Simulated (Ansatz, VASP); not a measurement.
# Cross-check of SiC between VASP and Ansatz, part 3 of 3

One calculation is typed for both programs; each brings its own data sets. How far apart do they land? The cell is taken from a series of runs on this material, whose earlier steps may have relaxed, scaled, displaced or heated it; both programs get it as it stands.

VASP 6.6.1 and Ansatz 0.2.0.

So far: Starting point; Ansatz: zone-centre phonons, LDA; VASP: zone-centre phonons, LDA.

## (3) VASP: zone-centre phonons, LDA (continued)

Level of this step: LDA; plane waves and PAW (C, Si) (VASP).

Numbers of over 12 decimals in the logs are rounded to 6 here.

From OUTCAR (step 3):

```text
ion  position               nearest neighbor table
   1  0.667  0.333  0.749-   5 1.86   7 1.87   7 1.87   7 1.87
   2  0.333  0.667  0.249-   6 1.86   8 1.87   8 1.87   8 1.87
   3  0.000  0.000  0.500-   7 1.85   6 1.87   6 1.87   6 1.87
   4  0.000  0.000  1.000-   8 1.85   5 1.87   5 1.87   5 1.87
   5  0.667  0.333  0.938-   1 1.86   4 1.87   4 1.87   4 1.87   7 3.02   7 3.02   7 3.02   8 3.03
                             8 3.03   8 3.03
   6  0.333  0.667  0.438-   2 1.86   3 1.87   3 1.87   3 1.87   8 3.02   8 3.02   8 3.02   7 3.03
                             7 3.03   7 3.03
   7  0.000  0.000  0.689-   3 1.85   1 1.87   1 1.87   1 1.87   5 3.02   5 3.02   5 3.02   6 3.03
                             6 3.03   6 3.03
   8  0.000  0.000  0.189-   4 1.85   2 1.87   2 1.87   2 1.87   6 3.02   6 3.02   6 3.02   5 3.03
                             5 3.03   5 3.03

  LATTYP: Found a hexagonal cell.
 ALAT       =     3.0649003772
 C/A-ratio  =     3.2013912799

 Subroutine GETGRP returns: Found 12 space group operations
 (whereof  6 operations were pure point group operations)

The static configuration has the point symmetry C_3v.
 The point group associated with its full space group is C_6v.

 Found     36 irreducible k-points:

   k-points           NKPTS =     36   k-points in BZ     NKDIM =     36   number of bands    NBANDS=     24

   dimension x,y,z NGX =    24 NGY =   24 NGZ =   80
   dimension x,y,z NGXF=    48 NGYF=   48 NGZF=  160

   ENCUT  =  600.0 eV  44.10 Ry    6.64 a.u.   6.12  6.12 19.60*2*pi/ulx,y,z

   NELECT =      32.0000    total number of electrons

 k-points in reciprocal lattice and weights: Automatic mesh
   0.00000000  0.00000000  0.00000000       0.003
   0.11111111 -0.00000000  0.00000000       0.019
   0.22222222 -0.00000000  0.00000000       0.019
   0.33333333 -0.00000000  0.00000000       0.019
   0.44444444 -0.00000000  0.00000000       0.019
   0.11111111  0.11111111  0.00000000       0.019
   0.22222222  0.11111111  0.00000000       0.037
   0.33333333  0.11111111  0.00000000       0.037
   0.44444444  0.11111111  0.00000000       0.019
[...]
0.33333333  0.22222222  0.50000000       0.037
   0.33333333  0.33333333  0.50000000       0.006

 average (electrostatic) potential at core
       1 -48.4738       2 -48.4738       3 -48.5471       4 -48.5471       5 -81.4682
       6 -81.4682       7 -81.4177       8 -81.4177

   1 f  =   28.517658 THz   179.181732 2PiTHz  951.246693 cm-1   117.939506 meV
             X         Y         Z           dx          dy          dz
      1.532450  0.884761  7.350044     0.000000   -0.000000    0.218324
      0.000000  1.769521  2.444071     0.000000    0.000000   -0.218324
      0.000000  0.000000  4.904173     0.000000   -0.000000    0.578961
      0.000000  0.000000  9.810146     0.000000    0.000000   -0.578961
      1.532450  0.884761  9.207998    -0.000000   -0.000000    0.135597
      0.000000  1.769521  4.302025    -0.000000    0.000000   -0.135597
      0.000000  0.000000  6.756930    -0.000000    0.000000   -0.314248
      0.000000  0.000000  1.850958    -0.000000   -0.000000    0.314248

   2 f  =   28.246536 THz   177.478219 2PiTHz  942.203019 cm-1   116.818233 meV
             X         Y         Z           dx          dy          dz
      1.532450  0.884761  7.350044     0.000000   -0.000000   -0.576656
      0.000000  1.769521  2.444071     0.000000   -0.000000    0.576656
      0.000000  0.000000  4.904173     0.000000   -0.000000    0.220137
      0.000000  0.000000  9.810146     0.000000   -0.000000   -0.220137
      1.532450  0.884761  9.207998    -0.000000    0.000000    0.314920
      0.000000  1.769521  4.302025    -0.000000    0.000000   -0.314920
      0.000000  0.000000  6.756930    -0.000000    0.000000    0.140828
      0.000000  0.000000  1.850958    -0.000000    0.000000   -0.140828

   3 f  =   26.131733 THz   164.190519 2PiTHz  871.660779 cm-1   108.072114 meV
             X         Y         Z           dx          dy          dz
      1.532450  0.884761  7.350044    -0.000000    0.000000    0.481950
      0.000000  1.769521  2.444071    -0.000000   -0.000000    0.481950
      0.000000  0.000000  4.904173    -0.000000   -0.000000   -0.514501
      0.000000  0.000000  9.810146    -0.000000    0.000000   -0.514501
      1.532450  0.884761  9.207998     0.000000   -0.000000   -0.026664
      0.000000  1.769521  4.302025     0.000000    0.000000   -0.026664
      0.000000  0.000000  6.756930     0.000000   -0.000000    0.047979
      0.000000  0.000000  1.850958    -0.000000    0.000000    0.047979

   4 f  =   24.301025 THz   152.687843 2PiTHz  810.594942 cm-1   100.500919 meV
             X         Y         Z           dx          dy          dz
      1.532450  0.884761  7.350044     0.000000    0.000000   -0.436493
      0.000000  1.769521  2.444071    -0.000000    0.000000   -0.436493
      0.000000  0.000000  4.904173     0.000000    0.000000   -0.399559
      0.000000  0.000000  9.810146     0.000000    0.000000   -0.399559
      1.532450  0.884761  9.207998    -0.000000   -0.000000    0.287183
      0.000000  1.769521  4.302025    -0.000000   -0.000000    0.287183
      0.000000  0.000000  6.756930    -0.000000   -0.000000    0.259523
      0.000000  0.000000  1.850958     0.000000   -0.000000    0.259523

   5 f  =   24.178729 THz   151.919433 2PiTHz  806.515574 cm-1    99.995142 meV
             X         Y         Z           dx          dy          dz
      1.532450  0.884761  7.350044     0.415440    0.000001    0.000000
      0.000000  1.769521  2.444071     0.415440    0.000001    0.000000
      0.000000  0.000000  4.904173     0.421455    0.000001    0.000000
      0.000000  0.000000  9.810146     0.421455    0.000001    0.000000
      1.532450  0.884761  9.207998    -0.274299   -0.000001   -0.000000
      0.000000  1.769521  4.302025    -0.274299   -0.000001   -0.000000
      0.000000  0.000000  6.756930    -0.273031   -0.000001   -0.000000
      0.000000  0.000000  1.850958    -0.273031   -0.000001   -0.000000

   6 f  =   24.178729 THz   151.919432 2PiTHz  806.515574 cm-1    99.995142 meV
             X         Y         Z           dx          dy          dz
      1.532450  0.884761  7.350044    -0.000001    0.415440    0.000000
      0.000000  1.769521  2.444071    -0.000001    0.415440    0.000000
      0.000000  0.000000  4.904173    -0.000001    0.421455    0.000000
      0.000000  0.000000  9.810146    -0.000001    0.421455    0.000000
      1.532450  0.884761  9.207998     0.000001   -0.274299   -0.000000
      0.000000  1.769521  4.302025     0.000001   -0.274299   -0.000000
      0.000000  0.000000  6.756930     0.000001   -0.273031   -0.000000
      0.000000  0.000000  1.850958     0.000001   -0.273031   -0.000000

   7 f  =   23.929568 THz   150.353909 2PiTHz  798.204464 cm-1    98.964696 meV
             X         Y         Z           dx          dy          dz
      1.532450  0.884761  7.350044    -0.495808    0.000003   -0.000000
      0.000000  1.769521  2.444071     0.495808   -0.000003   -0.000000
      0.000000  0.000000  4.904173     0.343999   -0.000002   -0.000000
      0.000000  0.000000  9.810146    -0.343999    0.000002   -0.000000
      1.532450  0.884761  9.207998     0.242504   -0.000001    0.000000
      0.000000  1.769521  4.302025    -0.242504    0.000001    0.000000
      0.000000  0.000000  6.756930     0.277545   -0.000001    0.000000
      0.000000  0.000000  1.850958    -0.277545    0.000001    0.000000

   8 f  =   23.929568 THz   150.353909 2PiTHz  798.204464 cm-1    98.964696 meV
             X         Y         Z           dx          dy          dz
      1.532450  0.884761  7.350044    -0.000003   -0.495808   -0.000000
      0.000000  1.769521  2.444071     0.000003    0.495808   -0.000000
      0.000000  0.000000  4.904173     0.000002    0.343999   -0.000000
      0.000000  0.000000  9.810146    -0.000002   -0.343999   -0.000000
      1.532450  0.884761  9.207998     0.000001    0.242504    0.000000
      0.000000  1.769521  4.302025    -0.000001   -0.242504    0.000000
      0.000000  0.000000  6.756930     0.000001    0.277545    0.000000
      0.000000  0.000000  1.850958    -0.000001   -0.277545    0.000000

   9 f  =   23.653744 THz   148.620856 2PiTHz  789.003966 cm-1    97.823980 meV
             X         Y         Z           dx          dy          dz
      1.532450  0.884761  7.350044     0.340545   -0.000001    0.000000
      0.000000  1.769521  2.444071    -0.340545    0.000001    0.000000
      0.000000  0.000000  4.904173     0.493878   -0.000001   -0.000000
      0.000000  0.000000  9.810146    -0.493878    0.000001    0.000000
      1.532450  0.884761  9.207998     0.279997   -0.000001   -0.000000
      0.000000  1.769521  4.302025    -0.279997    0.000001   -0.000000
      0.000000  0.000000  6.756930    -0.248424    0.000001   -0.000000
      0.000000  0.000000  1.850958     0.248424   -0.000001   -0.000000

  10 f  =   23.653744 THz   148.620856 2PiTHz  789.003966 cm-1    97.823980 meV
             X         Y         Z           dx          dy          dz
      1.532450  0.884761  7.350044    -0.000001   -0.340545   -0.000000
      0.000000  1.769521  2.444071     0.000001    0.340545   -0.000000
      0.000000  0.000000  4.904173    -0.000001   -0.493878   -0.000000
      0.000000  0.000000  9.810146     0.000001    0.493878   -0.000000
      1.532450  0.884761  9.207998    -0.000001   -0.279997    0.000000
      0.000000  1.769521  4.302025     0.000001    0.279997    0.000000
      0.000000  0.000000  6.756930     0.000001    0.248424    0.000000
      0.000000  0.000000  1.850958    -0.000001   -0.248424    0.000000

  11 f  =   23.506692 THz   147.696905 2PiTHz  784.098860 cm-1    97.215825 meV
             X         Y         Z           dx          dy          dz
      1.532450  0.884761  7.350044    -0.432294   -0.000003   -0.000000
      0.000000  1.769521  2.444071    -0.432294   -0.000003   -0.000000
      0.000000  0.000000  4.904173     0.427422    0.000003    0.000000
      0.000000  0.000000  9.810146     0.427422    0.000003   -0.000000
    [... 145 further lines ...]
      0.000000  0.000000  6.756930     0.000000   -0.000000    0.418461
      0.000000  0.000000  1.850958     0.000000   -0.000000    0.418461

 MACROSCOPIC STATIC DIELECTRIC TENSOR IONIC CONTRIBUTION
 ------------------------------------------------------
           3.323773     0.000000     0.000000
           0.000000     3.323773    -0.000000
           0.000000    -0.000000     3.532028
 ------------------------------------------------------

 ELASTIC MODULI CONTR FROM IONIC RELAXATION (kBar)
 Direction    XX          YY          ZZ          XY          YZ          ZX
 --------------------------------------------------------------------------------
 XX        -563.2002    325.6683    295.9706     -0.0000      0.0000     -0.0000
 YY         325.6683   -563.2002    295.9706      0.0000     -0.0000      0.0000
 ZZ         295.9706    295.9706   -739.2250     -0.0000     -0.0000      0.0000
 XY          -0.0000      0.0000     -0.0000   -444.4342     -0.0000      0.0000
 YZ           0.0000     -0.0000     -0.0000     -0.0000   -113.1892     -0.0000
 ZX          -0.0000      0.0000      0.0000     -0.0000     -0.0000   -120.6770
 --------------------------------------------------------------------------------

 PIEZOELECTRIC TENSOR IONIC CONTR  for field in x, y, z        (C/m^2)
          XX          YY          ZZ          XY          YZ          ZX
  --------------------------------------------------------------------------------
  x     0.00000    -0.00000    -0.00000     0.00000     0.00000     0.59432
  y     0.00000     0.00000     0.00000     0.00000     0.57529     0.00000
  z     0.60814     0.60814    -1.51891     0.00000    -0.00000     0.00000
```

The gap is read on the k-mesh alone, so it is an upper bound where the band edges lie off the mesh.

## (4) Comparison

Known differences besides the potentials themselves: fixed occupations in Ansatz, narrow Gaussian smearing in VASP; VASP's response is taken on the typed mesh, Ansatz refines its own for the field response alone; the cutoff is 420 eV in Ansatz and 600 eV in VASP; VASP's log shows a relativistic correction to its local exchange, Ansatz's none. Total energies have different zeros and are not compared.

Both answers:

| quantity | Ansatz | VASP | difference |
| --- | --- | --- | --- |
| ε∞ xx | 6.96 | 7.02 | -0.80 % |
| ε∞ yy | 6.96 | 7.02 | -0.80 % |
| ε∞ zz | 7.13 | 7.14 | -0.09 % |
| Born charge of C1 (mean of the diagonal) (e) | -2.76 | -2.75 | -0.01 |
| Born charge of Si5 (mean of the diagonal) (e) | 2.70 | 2.69 | +0.02 |
| optical mode 1 to 2 (cm⁻¹) | 191.4 | 191.5 | -0.07 % |
| optical mode 3 to 4 (cm⁻¹) | 201.1 | 201.4 | -0.12 % |
| optical mode 5 to 6 (cm⁻¹) | 257.5 | 257.9 | -0.17 % |
| optical mode 7 (cm⁻¹) | 412.6 | 412.7 | -0.04 % |
| optical mode 8 (cm⁻¹) | 422.5 | 423.5 | -0.22 % |
| optical mode 9 (cm⁻¹) | 620.1 | 619.3 | +0.14 % |
| optical mode 10 to 11 (cm⁻¹) | 784.4 | 784.1 | +0.04 % |
| optical mode 12 to 13 (cm⁻¹) | 789.6 | 789.0 | +0.08 % |
| optical mode 14 to 15 (cm⁻¹) | 798.8 | 798.2 | +0.08 % |
| optical mode 16 to 17 (cm⁻¹) | 806.9 | 806.5 | +0.04 % |
| optical mode 18 (cm⁻¹) | 811.3 | 810.6 | +0.09 % |
| optical mode 19 (cm⁻¹) | 871.7 | 871.7 | +0.00 % |
| optical mode 20 (cm⁻¹) | 943.0 | 942.2 | +0.08 % |
| optical mode 21 (cm⁻¹) | 952.3 | 951.2 | +0.11 % |

Modes are paired by rising frequency, not by their patterns, so a pair may set unlike modes beside each other; they are those without the splitting of longitudinal modes.

## (5) Outcome

```json
{
 "r.m.s. difference of the optical zone-centre modes, each program's sorted by frequency (zone-centre phonons, LDA)": "0.55 cm⁻¹",
 "difference in ε∞ xx (zone-centre phonons, LDA)": "-0.8 %"
}
```

The r.m.s. difference of the optical zone-centre modes, each program's sorted by frequency is 0.55 cm⁻¹ (zone-centre phonons, LDA). Among the rows given in per cent, the largest difference of the zone-centre phonons, LDA pair is in ε∞ xx, -0.8 %. Such differences can come from data sets, numerical settings and the points named under the comparisons, not from the functional's error against experiment.

[Lines on the potential files, build, host, timing and source positions are cut from VASP's logs without a mark.]

[Logs are printed without paths, hosts, clocks, repeated set-up lines and the standing remarks that a program may print on its own settings, such as how far it seeks lower states.]

[Hosts, paths, dates, database ids (printed as entryN), source tags and the programs' standing remarks are cut or masked in the printed files.]
